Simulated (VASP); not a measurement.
Given:

```cif
data_H4Li4
_chemical_formula_sum 'Li4 H4'
_space_group_name_H-M_alt 'Fm-3m'
_space_group_IT_number 225
_space_group_name_Hall '-F 4 2 3'
_cell_length_a 3.99837
_cell_length_b 3.99837
_cell_length_c 3.99837
_cell_angle_alpha 90.000
_cell_angle_beta 90.000
_cell_angle_gamma 90.000
loop_
_atom_site_label
_atom_site_type_symbol
_atom_site_symmetry_multiplicity
_atom_site_Wyckoff_symbol
_atom_site_fract_x
_atom_site_fract_y
_atom_site_fract_z
_atom_site_occupancy
Li1 Li 4 a 0.00000 0.00000 0.00000 1
H1 H 4 b 0.50000 0.50000 0.50000 1
```
(The calculation used a cell of 2 atoms; values per cell refer to that cell.)

Computed with PBE GGA, VASP's PBE PAW potentials (set 64) (plane waves; VASP). Numerical set-up: 600 eV cut-off, 10×10×10 Γ-centred mesh, Gaussian smearing of 0.050 eV, potentials Li_sv H.

Each relaxation starts from this cell; other phases were not tried.

Task: The cell is relaxed at 1 GPa. What happens?

Result: The volume per atom goes from 7.99 to 7.78 Å³ (-2.6 %), and the cell becomes a = 3.9629 Å, b = 3.9629 Å, c = 3.9629 Å, α = 90.00°, β = 90.00°, γ = 90.00°, space group Fm-3m. The gap on the mesh goes from 2.97 to 2.95 eV.

Task: The cell is relaxed at 10 GPa. What happens?

Result: The volume per atom goes from 7.99 to 6.56 Å³ (-17.9 %), and the cell becomes a = b = c = 3.7434 Å, α = β = γ = 90.00°, space group Fm-3m. The gap on the mesh goes from 2.97 to 2.79 eV.

Failed runs are left out, and for metals the shear rows, which the mesh's noise covers.

The compound is LiH in the rock salt structure.
